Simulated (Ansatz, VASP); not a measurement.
**La2Zr3O: VASP beside Ansatz**

Contents of INCAR:

```
ALGO     = Normal         # electronic algorithm
EDIFF    = 1E-6           # SCF threshold, eV
ENCUT    = 520            # plane-wave cutoff, eV
GGA      = PE             # functional
ISIF     = 2              # what is computed and relaxed
ISMEAR   = 0              # smearing method
LASPH    = T              # aspherical terms in the spheres
LCHARG   = T              # write CHGCAR
LELF     = T              # ELF
LREAL    = F              # projectors in reciprocal space
LVHAR    = T            
LWAVE    = F              # write WAVECAR
NBANDS   = 41             # bands
NELM     = 60             # most SCF steps
PREC     = Accurate       # precision mode
SIGMA    = 0.1            # smearing width, eV
```

The input KPOINTS:

```
k-points
0
Gamma
  3 3 4
```

POSCAR

```
La2Zr3O
1.0
    5.7807811300      0.0000000000      0.0000000000
   -2.8903905700      5.0063033200      0.0000000000
    0.0000000000      0.0000000000      4.2695786400
La Zr O
2 3 1
Direct
    0.6666666700      0.3333333300      0.4961477200
    0.3333333300      0.6666666700      0.4961477200
    0.0000000000      0.5000000000      0.9950230700
    0.5000000000      0.0000000000      0.9950230700
    0.5000000000      0.5000000000      0.9950230700
    0.0000000000      0.0000000000      0.1926302600
```

Input for Ansatz:

```yaml
crystal:
  lattice:
    - [5.78078113, 0.0, 0.0]
    - [-2.89039057, 5.00630332, 0.0]
    - [0.0, 0.0, 4.26957864]
  atoms:
    - { symbol: La, position: [0.66666667, 0.33333333, 0.49614772] }
    - { symbol: La, position: [0.33333333, 0.66666667, 0.49614772] }
    - { symbol: Zr, position: [0.0, 0.5, 0.99502307] }
    - { symbol: Zr, position: [0.5, 0.0, 0.99502307] }
    - { symbol: Zr, position: [0.5, 0.5, 0.99502307] }
    - { symbol: O, position: [0.0, 0.0, 0.19263026] }
basis:
  ecutwfc: 420
kpoints:
  mp_grid: { grid: [3, 3, 4] }
hamiltonian:
  xc: pbe
scf:
  occupations: { method: gaussian, width: 0.1 }
  lower_state_search: "off"
output:
  forces: true
  stress: true
  eigenvalues: true
```

Change from the starting cell: species swapped into the NaSn2Pd3 type (P6mm, No. 183).

Alike in both runs: task single point; functional PBE; k mesh 3 × 3 × 4; occupations gaussian, width 0.1 eV; no spin polarisation.

|  | VASP | Ansatz |
| --- | --- | --- |
| version | VASP 6.6.1 | Ansatz 0.2.0 |
| potentials or method | VASP PAW PBE potentials, release 64 (La, Zr_sv, O) | scalar-relativistic, plane waves, PAW |
| plane-wave cutoff (eV) | 520 | 420 |
| valence electrons in the cell | 64 | 64 |

Ansatz gave:

* gap on the k mesh at the Fermi level (eV): none
* pressure (GPa): 22.1
* largest component of the traceless stress (GPa): 21.57
* rms of the force components (eV/Å): 0.305

Problem. What did VASP give for the same quantities?

Solution. gap on the k mesh at the Fermi level (eV): none; pressure (GPa): 22.2; largest component of the traceless stress (GPa): 21.69; rms of the force components (eV/Å): 0.305.

Atom by atom the forces differ by 0.001 eV/Å (rms over components). A gap of «none» marks a metal or a gap that the smearing closes. The functional is the same, so the differences come from potentials, cutoffs and numerics.

Caveats: the k mesh is coarse (spacing up to 0.42 Å⁻¹), so the values aren't converged; so large a pressure means that the cell lies far from this level's equilibrium, or that cutoff or potentials fall short (VASP). Spin-orbit coupling is left out, which matters for the levels of La.
